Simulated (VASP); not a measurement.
Crystal: ZnH.

```xyz
2
Lattice="2.7043 0.0000 0.0000 0.0000 2.7043 0.0000 0.0000 0.0000 2.7043" Properties=species:S:1:pos:R:3 pbc="T T T"
Zn    1.3521    1.3521    1.3521
H     0.0000    0.0000    0.0000
```

The cell was built by a generator and needn't be a form met in nature.

* Program: VASP 6.6.1
* Task: relaxation of cell and atoms
* Functional: LDA
* Potentials or basis: VASP PAW LDA potentials, release 64 (Zn, H)
* Cutoff: 600 eV
* k mesh: 10 × 10 × 10
* Occupations: gaussian, width 0.05 eV
* Spin: no spin polarisation

At the start: pressure -6.8 GPa; volume 9.89 Å³/atom.

How do energy, volume and symmetry change on relaxing?

Over 3 steps the energy falls by 21.2 meV/atom and the volume is 8.99 Å³/atom (-9.1 %); space group Pm-3m (No. 221, to 0.05 Å).

Step by step:
```tsv
step	energy change (eV)	largest force (eV/Å)	pressure (GPa)	volume (Å³)
1	0.0000	0.0000	-6.85	19.78
2	-0.0365	0.0000	-2.83	18.59
3	-0.0423	0.0000	-0.11	17.98
```

Final structure:
```
Zn H
1.0
     2.61969    0.00000    0.00000
     0.00000    2.61969    0.00000
     0.00000    0.00000    2.61969
Zn H
1 1
Direct
  0.50000 0.50000 0.50000
  0.00000 0.00000 0.00000
```
